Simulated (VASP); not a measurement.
Input:

```
K2S
1.0
    0.00000     3.73417     3.73417
    3.73417     0.00000     3.73417
    3.73417     3.73417     0.00000
K S
2 1
Cartesian
  5.60125   5.60125   5.60125
  1.86708   1.86708   1.86708
  0.00000   0.00000   0.00000
```

The numbers are results of PBE GGA, VASP's PBE PAW potentials (set 64) (plane waves; VASP), not measurements. Run with 400 eV cut-off, 5×5×5 Γ-centred mesh, Gaussian smearing of 0.050 eV, potentials K_sv S.

### Question
Predict the energy per atom (σ→0).

### Answer

| Quantity | Result |
|---|---|
| energy per atom (σ→0) | -3.140 eV/atom |

The absolute energy has meaning only against runs of the same code, potentials and settings.

The structure comes from a computed database's K2S entry (Fm-3m); how it stands against other phases isn't given here. It was relaxed first. The start is the result of an earlier pass.
